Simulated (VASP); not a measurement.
Write the native input for VASP 6.6.1 that does the following.

```
Task                   : relaxation of cell and atoms
Functional             : PBE
Potentials or basis    : VASP PAW PBE potentials, release 64 (Be, Te, O)
Cutoff                 : 520 eV
k mesh                 : 3 × 3 × 3
Occupations            : gaussian, width 0.15 eV
Spin                   : no spin polarisation
Further INCAR settings : PREC = Normal; ALGO = Fast; EDIFF = 0.0001; IBRION = 2; EDIFFG = -0.08; NSW = 24; ISIF = 3
```

The structure of Be3Te2O lies in POSCAR:

```
Be3Te2O
1.0
    5.1587870600      0.0000000000      0.0000000000
   -2.5793935300      4.4676406500      0.0000000000
    0.0000000000      0.0000000000      5.1349916200
Be Te O
3 2 1
Direct
    0.8138982200      0.0000000000      0.5000000000
    0.0000000000      0.8138982200      0.5000000000
    0.1861017800      0.1861017800      0.5000000000
    0.3333333300      0.6666666700      0.5000000000
    0.6666666700      0.3333333300      0.5000000000
    0.0000000000      0.0000000000      0.0000000000
```

The cell was built by a generator and needn't be a form met in nature.

The input as run:

INCAR

```
SYSTEM = Be3Te2O
ALGO = Fast ; EDIFF = 1E-4
EDIFFG = -0.08 ; ENCUT = 520
GGA = PE ; IBRION = 2
ISIF = 3 ; ISMEAR = 0
LASPH = .True. ; LCHARG = .False.
LREAL = .False. ; LWAVE = .False.
NELM = 60 ; NSW = 24
PREC = Normal ; SIGMA = 0.15
```

KPOINTS

```
k-points
0
Gamma
  3 3 3
  0 0 0
```

Potentials or basis: VASP PAW PBE potentials, release 64 (Be, Te, O).

Run with:

```sh
$ cat potpaw_PBE.64/Be/POTCAR potpaw_PBE.64/Te/POTCAR potpaw_PBE.64/O/POTCAR > POTCAR
$ mpirun -np 1 vasp_std > vasp.out
```

Results of the run:

| Property | Result |
| --- | --- |
| Relaxed volume | 16.07 Å³/atom |
| Relaxed cell | a = 6.151 Å, b = 6.151 Å, c = 2.943 Å, α = 90.00°, β = 90.00°, γ = 120.00° |
| Space group after relaxing (to 0.05 Å) | P-62m (No. 189) |
| Energy gained by relaxing | 1534.4 meV/atom |
| Ionic steps | 17 |
| Pressure after relaxing | 0.3 GPa |
| Largest force after relaxing | 0.021 eV/Å |
| Band gap on the k mesh | none (metal or under the smearing width) |

Caveat: the k mesh is coarse (spacing up to 0.47 Å⁻¹), so the values aren't converged; the volume moved by over 15 % at a fixed basis, so the end points are rough; the relaxation stopped at a loose force limit of 0.08 eV/Å, so its end isn't a converged minimum.

Run time: 79 s on 1 thread of AMD EPYC 9R45 (Zen 5), with other jobs on the host, peak memory 0.15 GiB.
